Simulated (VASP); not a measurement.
Input:

```xyz
2
Lattice="0.0000 2.9676 2.9676 2.9676 0.0000 2.9676 2.9676 2.9676 0.0000" Properties=species:S:1:pos:R:3 pbc="T T T"
Cd     0.0000     0.0000     0.0000
S      1.4838     1.4838     1.4838
```

Level of theory: PBE GGA, VASP's PBE PAW potentials (set 64) (plane waves; VASP). Run with PREC = Normal, EDIFF = 1E-5, 400 eV cut-off, 8×8×8 Γ-centred mesh, Gaussian smearing of 0.050 eV, potentials Cd S.

### Question
Predict the energy per atom (σ→0), band gap (on the k-mesh) with the smallest direct gap where there is one.

### Answer

```
Item                                          Value
-----------------------------------  --------------
band gap (on the k-mesh)                    1.03 eV
smallest direct gap (on the k-mesh)         1.03 eV
energy per atom (σ→0)                -3.072 eV/atom
```

Total energies compare only between runs with the same potentials, cut-off and functional.

The structure comes from a computed database's CdS entry (F-43m); how it stands against other phases isn't given here. It was relaxed first.
